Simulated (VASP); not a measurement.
Wanted: the native input for a VASP 6.6.1 run.

```
Task                   : electron localisation function
Functional             : PBE
Potentials or basis    : VASP PAW PBE potentials, release 64 (C, B, F, H)
Cutoff                 : 520 eV
k mesh                 : 1 × 1 × 1
Occupations            : gaussian, width 0.01 eV
Spin                   : no spin polarisation
Further INCAR settings : ALGO = Fast; EDIFF = 1e-06
```

The structure of C2BF2H lies in POSCAR:

```
BHC2F2
1.0
   13.0000000000      0.0000000000      0.0000000000
    0.0000000000     11.0000000000      0.0000000000
    0.0000000000      0.0000000000     13.0000000000
C B F H
2 1 2 1
Direct
    0.4188423100      0.5621409100      0.5866730800
    0.4700038500      0.5308136400      0.5142346200
    0.5346653800      0.4912318200      0.4226884600
    0.4986346200      0.4139318200      0.3543653800
    0.6284884600      0.5331318200      0.4091730800
    0.3735115400      0.5898863600      0.6508653800
```

These files were run (other wordings do the same):

INCAR

```
ALGO = Fast
EDIFF = 1E-6
ENCUT = 520
GGA = PE
ISIF = 2
ISMEAR = 0
LASPH = True
LCHARG = True
LELF = True
LREAL = False
LWAVE = False
NELM = 80
PREC = Accurate
SIGMA = 0.01
```

KPOINTS

```
k-points
0
Gamma
  1 1 1
```

Potentials or basis: VASP PAW PBE potentials, release 64 (C, B, F, H).

Run with:

```bash
$ cat potpaw_PBE.64/C/POTCAR potpaw_PBE.64/B/POTCAR potpaw_PBE.64/F/POTCAR potpaw_PBE.64/H/POTCAR > POTCAR
$ mpirun -np 1 vasp_gam > vasp.out
```

Results of the run:

| Quantity | Value |
| --- | --- |
| Largest force | 1.059 eV/Å |
| Gap between the frontier levels | 5.14 eV |

Caveat: the standard files for N, O and F lose accuracy on very short bonds.

It took 120 s on 1 thread of Intel(R) Xeon(R) 6975P-C (Granite Rapids) (shared host), peak memory 1.5 GiB.
